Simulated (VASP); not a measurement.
Nb3B5:

```
Nb B
1.0
     3.13069   -0.02062    0.03273
    -1.58320    2.73018   -0.02438
     0.10109   -0.02858    9.49886
Nb B
3 5
Direct
  0.99140 0.07970 0.15627
  0.01482 0.02300 0.82171
  0.00917 0.01193 0.49764
  0.29867 0.67638 0.00918
  0.32405 0.69961 0.33091
  0.70675 0.36563 0.31091
  0.35999 0.69994 0.65293
  0.63076 0.34010 0.68807
```

The cell was built by a generator and needn't be a form met in nature.

* Program: VASP 6.6.1
* Task: relaxation of cell and atoms
* Functional: PBE
* Potentials or basis: VASP PAW PBE potentials, release 64 (Nb_sv, B)
* Cutoff: 520 eV
* k mesh: 8 × 8 × 3
* Occupations: gaussian, width 0.15 eV
* Spin: no spin polarisation

At the start: pressure 9.5 GPa; volume 10.11 Å³/atom.

Q: Where does the relaxation end?

A: Over 15 steps the energy falls by 204.4 meV/atom and the volume is 10.15 Å³/atom (+0.4 %); space group P-6m2 (No. 187, to 0.05 Å).

The path:
```tsv
step	energy change (eV)	largest force (eV/Å)	pressure (GPa)	volume (Å³)
1	0.0000	4.4704	9.52	80.87
2	-1.0358	0.8360	-17.60	88.00
3	-1.2889	0.9760	-11.58	85.51
4	-1.4561	0.9508	10.76	78.36
5	-1.5618	0.6169	1.29	80.95
6	-1.6145	0.2731	0.32	81.17
7	-1.6155	0.2363	0.21	81.20
8	-1.5753	0.1842	-0.25	81.37
9	-1.6284	0.1848	-0.43	81.48
10	-1.6329	0.0961	0.05	81.22
11	-1.6335	0.0876	0.36	81.11
12	-1.6336	0.0932	0.50	81.07
13	-1.6349	0.0489	-0.38	81.34
14	-1.6349	0.0498	-0.25	81.30
15	-1.6352	0.0220	0.08	81.19
```

Final structure:
```
CELL_PARAMETERS angstrom
3.12189 0.00026 -0.00035
-1.56061 2.70350 0.00038
0.00206 -0.00018 9.61969
ATOMIC_POSITIONS crystal
Nb 0.00041 0.02918 0.15378
Nb 0.00024 0.02828 0.83799
Nb 0.00009 0.02863 0.49599
B 0.33424 0.69531 0.99598
B 0.33373 0.69589 0.32558
B 0.66701 0.36253 0.31972
B 0.33317 0.69483 0.66643
B 0.66671 0.36162 0.67216
```
